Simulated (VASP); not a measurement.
Given:

```yaml
crystal:
  lattice:
    - [0.00000, 2.03965, 2.03965]
    - [2.03965, 0.00000, 2.03965]
    - [2.03965, 2.03965, 0.00000]
  atoms:
    - { symbol: Ag, position: [0.00000, 0.00000, 0.00000] }
```

Level of theory: PBE GGA, VASP's PBE PAW potentials (set 64) (plane waves; VASP). Settings: 500 eV cut-off, 15×15×15 Γ-centred mesh, first-order Methfessel-Paxton smearing of 0.10 eV, potentials Ag.

Task: What does the run give for the energy per atom (σ→0), pressure, band gap (on the k-mesh) with the smallest direct gap where there is one?

Result: 
```json
{
 "band gap (on the k-mesh)": "none (metal, semimetal or under 0.01 eV)",
 "energy per atom (σ→0)": "-2.700 eV/atom",
 "pressure": "5.03 GPa"
}
```

Total energies compare only between runs with the same potentials, cut-off and functional.

The compound is Ag in the fcc structure. It was relaxed first under an external pressure of 5 GPa.
